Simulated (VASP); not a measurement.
Input for VASP

File KPOINTS:
```
K-points
0
Gamma
6 6 6
0 0 0
```

POSCAR:
```
BaZrO3
1.0
  4.1598020681   0.0000000000   0.0000000000
  0.0000000000   4.1598020681   0.0000000000
  0.0000000000   0.0000000000   4.1598020681
Ba Zr O
1 1 3
Cart
  0.0000000000   0.0000000000   0.0000000000
  2.0799010341   2.0799010341   2.0799010341
  2.0799010341   0.0000000000   2.0799010341
  0.0000000000   2.0799010341   2.0799010341
  2.0799010341   2.0799010341   0.0000000000
```

**INCAR**
```
LCHARG  =  .TRUE.
EDIFF  =  1E-7
LWAVE  =  .FALSE.
ISMEAR  =  -5   ! tetrahedra, Bloechl
LREAL  =  .FALSE.
ISIF  =  2
LEFG  =  .TRUE.
LASPH  =  .TRUE.   ! aspherical one-centre terms
NEDOS  =  601   ! DOS grid
NELM  =  100
LORBIT  =  11
LMAXMIX  =  4   ! l cut-off of mixed one-centre charges
ENCUT  =  520   ! plane-wave cut-off (eV)
SYSTEM  =  BaZrO3
ALGO  =  Normal   ! blocked Davidson
PREC  =  Accurate
```

POTCAR, in this order: Ba_sv Zr_sv O (LDA.64 set). Program: vasp_std.

Task: Write an equivalent input for Ansatz.

Result: One equivalent input (not run):
Ansatz 0.2 input:
```yaml
crystal:
  lattice:
    - [4.1598021, 0.0000000, 0.0000000]
    - [0.0000000, 4.1598021, 0.0000000]
    - [0.0000000, 0.0000000, 4.1598021]
  atoms:
    - { symbol: Ba, position: [0.0000000, 0.0000000, 0.0000000] }
    - { symbol: Zr, position: [0.5000000, 0.5000000, 0.5000000] }
    - { symbol: O, position: [0.5000000, 0.0000000, 0.5000000] }
    - { symbol: O, position: [0.0000000, 0.5000000, 0.5000000] }
    - { symbol: O, position: [0.5000000, 0.5000000, 0.0000000] }
kpoints:
  mp_grid: { grid: [6, 6, 6] }
hamiltonian:
  xc: lda
  pseudopotentials: { kind: paw }
scf:
  occupations: { method: tetrahedron }
  max_iter: 100
output: { forces: true, stress: true, eigenvalues: true }
```
Limits of the translation: each code has its own PAW files, so the cut-off isn't converted (ENCUT is set for VASP's; basis.ecutwfc is left out, and Ansatz then takes the one that its files recommend); Ansatz stops its SCF on the density residual and VASP on the energy change (EDIFF); Ansatz's lda is the Perdew-Wang form, while the LDA potentials of VASP carry Perdew-Zunger's; the field gradients of LEFG aren't asked of the other code.

The compound is BaZrO3 in the cubic perovskite structure. It was relaxed first.
